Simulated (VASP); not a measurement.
Here is the system:

```yaml
crystal:
  lattice:
    - [2.17930, -3.77466, 0.00000]
    - [2.17930, 3.77466, 0.00000]
    - [0.00000, 0.00000, 7.10182]
  atoms:
    - { symbol: Cd, position: [0.66667, 0.33333, 0.50001] }
    - { symbol: Cd, position: [0.33333, 0.66667, 0.00001] }
    - { symbol: Se, position: [0.66667, 0.33333, 0.87599] }
    - { symbol: Se, position: [0.33333, 0.66667, 0.37599] }
```

These are r2SCAN meta-GGA, VASP's PBE PAW potentials (set 64) (plane waves; VASP) values and carry that method's errors. Numerical set-up: 480 eV cut-off, 6×6×4 Γ-centred mesh, Gaussian smearing of 0.050 eV, potentials Cd Se.

### Question
Estimate the energy per atom (σ→0), band gap (on the k-mesh) with the smallest direct gap where there is one.

### Answer

```
Item                                          Result
-----------------------------------  ---------------
band gap (on the k-mesh)                     1.07 eV
smallest direct gap (on the k-mesh)          1.07 eV
energy per atom (σ→0)                -17.957 eV/atom
```

Only differences to runs with the same potentials and settings are physical.

The compound is CdSe in the wurtzite structure. This cell was strained or had an atom moved on purpose.
